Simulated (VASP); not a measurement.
These are r2SCAN meta-GGA, VASP's PBE PAW potentials (set 64) (plane waves; VASP) values and carry that method's errors.

VASP ran on this input.

File KPOINTS:
```
K-points
0
Gamma
  7 7 9
0 0 0
```

**INCAR**
```
ALGO = Normal
EDIFF = 1E-6
EDIFFG = -0.02
ENCUT = 400
IBRION = 2
ISIF = 3
ISMEAR = 1
LASPH = .TRUE.
LCHARG = .FALSE.
LMAXMIX = 6
LMIXTAU = .TRUE.
LREAL = .FALSE.
LWAVE = .FALSE.
METAGGA = R2SCAN
NELM = 100
NSW = 60
PREC = Accurate
SIGMA = 0.1
SYSTEM = Hf
```

**POSCAR**
```
Hf
1
    4.9625934323     0.0000000000    -0.0000000000
   -2.4812967162     4.2977321390     0.0000000000
   -0.0000000000    -0.0000000000     3.0842770016
Hf
3
Direct
  0.6666670000   0.3333330000   0.5000000000
  0.3333330000   0.6666670000   0.5000000000
  0.0000000000   0.0000000000   0.0000000000
```

POTCAR, in this order: Hf_pv (PBE.64 set). Program: vasp_std.

The run wrote:

### OSZICAR
```
       N       E                     dE             d eps       ncg     rms          rms(c)
DAV:   1    -0.240204306410E+02   -0.24020E+02   -0.15388E+04  1600   0.128E+03
DAV:   2    -0.137228269722E+03   -0.11321E+03   -0.10922E+03  1717   0.297E+02
DAV:   3    -0.143700221355E+03   -0.64720E+01   -0.60193E+01  2106   0.420E+01
DAV:   4    -0.143878299800E+03   -0.17808E+00   -0.17414E+00  2011   0.628E+00
DAV:   5    -0.143881765987E+03   -0.34662E-02   -0.34515E-02  2020   0.764E-01    0.871E+01
DAV:   6    -0.135766234565E+03    0.81155E+01   -0.14465E+00  1577   0.109E+01    0.501E+01
DAV:   7    -0.133013725402E+03    0.27525E+01   -0.29097E+00  1606   0.124E+01    0.676E+00
DAV:   8    -0.136219196792E+03   -0.32055E+01   -0.18696E+00  1595   0.103E+01    0.117E+01
DAV:   9    -0.135529280845E+03    0.68992E+00   -0.21487E-01  1675   0.494E+00    0.359E+00
DAV:  10    -0.135300411597E+03    0.22887E+00   -0.21213E-02  1883   0.121E+00    0.375E+00
DAV:  11    -0.135366338149E+03   -0.65927E-01   -0.29218E-02  1586   0.167E+00    0.122E+00
DAV:  12    -0.135395794603E+03   -0.29456E-01   -0.24289E-03  2052   0.410E-01    0.422E-01
DAV:  13    -0.135351851233E+03    0.43943E-01   -0.40953E-02  1532   0.187E+00    0.798E-01
DAV:  14    -0.135352360020E+03   -0.50879E-03   -0.49484E-04  2057   0.146E-01    0.668E-01
DAV:  15    -0.135352181618E+03    0.17840E-03   -0.10484E-05  1936   0.260E-02    0.695E-01
DAV:  16    -0.135352180533E+03    0.10854E-05   -0.86635E-05  1911   0.685E-02    0.965E-01
DAV:  17    -0.135352532285E+03   -0.35175E-03   -0.42095E-05  1620   0.659E-02    0.715E-01
DAV:  18    -0.135353486157E+03   -0.95387E-03   -0.59084E-04  1565   0.215E-01    0.811E-01
DAV:  19    -0.135353496147E+03   -0.99900E-05   -0.17306E-05  2018   0.247E-02    0.760E-01
DAV:  20    -0.135353501317E+03   -0.51701E-05   -0.59730E-06  1432   0.203E-02    0.745E-01
DAV:  21    -0.135353542420E+03   -0.41103E-04   -0.20446E-05  1619   0.334E-02    0.474E-01
DAV:  22    -0.135353508385E+03    0.34035E-04   -0.70549E-06  1605   0.217E-02    0.459E-01
DAV:  23    -0.135353510095E+03   -0.17095E-05   -0.45817E-07   826   0.568E-03    0.448E-01
DAV:  24    -0.135353538823E+03   -0.28729E-04   -0.12517E-05  1703   0.317E-02    0.330E-01
DAV:  25    -0.135353532451E+03    0.63724E-05   -0.67882E-06  1956   0.241E-02    0.234E-01
DAV:  26    -0.135353550726E+03   -0.18275E-04   -0.13358E-05  1635   0.313E-02    0.136E-01
DAV:  27    -0.135353550599E+03    0.12696E-06   -0.39937E-06  1682   0.166E-02
   1 F= -.13535355E+03 E0= -.13535381E+03  d E =-.135354E+03
```

File OUTCAR:
```
------------------------ aborting loop because EDIFF is reached ----------------------------------------
  FORCE on cell =-STRESS in cart. coord.  units (eV):
  Direction    XX          YY          ZZ          XY          YZ          ZX
  --------------------------------------------------------------------------------------
  Total        0.0141679      0.0141679     -0.0019775     -0.0000000      0.0000000     -0.0000000
  in kB        0.3450751      0.3450752     -0.0481645     -0.0000000      0.0000000     -0.0000000
  external PRESSURE =       0.2139953 kB  Pullay stress =       0.0000000 kB
  volume of cell :       65.78
      direct lattice vectors                 reciprocal lattice vectors
     4.962593432  0.000000000  0.000000000     0.201507541  0.116340429  0.000000000
    -2.481296716  4.297732139  0.000000000     0.000000000  0.232680858  0.000000000
     0.000000000  0.000000000  3.084277002     0.000000000  0.000000000  0.324225094
 POSITION                                       TOTAL-FORCE (eV/Angst)
 -----------------------------------------------------------------------------------
      2.48130      1.43258      1.54214         0.000000     -0.000000     -0.000000
     -0.00000      2.86516      1.54214         0.000000      0.000000      0.000000
      0.00000      0.00000      0.00000        -0.000000      0.000000      0.000000
 -----------------------------------------------------------------------------------
    total drift:                                0.000000     -0.000000      0.000000
  FREE ENERGIE OF THE ION-ELECTRON SYSTEM (eV)
  ---------------------------------------------------
  free  energy   TOTEN  =      -135.3535505990 eV

  energy  without entropy=     -135.3543158387  energy(sigma->0) =     -135.35380568

 reached required accuracy - stopping structural energy minimisation
```
(Selected blocks of OUTCAR.)

OUTCAR:
```
 val. band max:        4.7748348632   @ k =   0.4286   0.1429   0.4444

 cond. band min:       4.8108867860   @ k =   0.4286   0.1429   0.1111


 Fermi energy:         4.7798161508

 k-point     1 :       0.0000    0.0000    0.0000
  band No.  band energies     occupation
      1     -27.0601      2.00000
      2     -27.0601      2.00000
      3     -27.0505      2.00000
      4     -27.0505      2.00000
      5     -26.6575      2.00000
      6     -26.4153      2.00000
      7     -26.3156      2.00000
      8     -26.2687      2.00000
      9     -26.2687      2.00000
     10      -2.8362      2.00000
     11       2.2052      2.00000
     12       3.9828      2.00000
     13       3.9829      2.00000
     14       4.0614      2.00000
     15       4.0615      2.00000
     16       4.2617      2.00000
     17       6.1142     -0.00000
     18       7.1636      0.00000
     19       7.1636      0.00000

 k-point     2 :       0.1429   -0.0000    0.0000
  band No.  band energies     occupation
      1     -27.1760      2.00000
      2     -27.1467      2.00000
      3     -26.9307      2.00000
      4     -26.9125      2.00000
      5     -26.6485      2.00000
      6     -26.4178      2.00000
      7     -26.3243      2.00000
      8     -26.3227      2.00000
      9     -26.2707      2.00000
     10      -2.5662      2.00000
     11       2.1368      2.00000
     12       3.0071      2.00000
     13       3.6491      2.00000
     14       3.7962      2.00000
     15       4.4920      2.00036
     16       5.0494     -0.00092
     17       6.1877     -0.00000
     18       6.8326      0.00000
     19       7.2881      0.00000

 k-point     3 :       0.2857   -0.0000    0.0000
  band No.  band energies     occupation
      1     -27.2706      2.00000
      2     -27.1455      2.00000
      3     -26.8270      2.00000
      4     -26.8055      2.00000
      5     -26.6266      2.00000
      6     -26.4415      2.00000
      7     -26.4220      2.00000
...
```

Unless said otherwise, spin-orbit coupling is left out, though it shifts the bands of the heavy elements here.

The structure comes from a computed database's Hf entry (P6/mmm); how it stands against other phases isn't given here. It was relaxed first. The start is the result of an earlier pass.
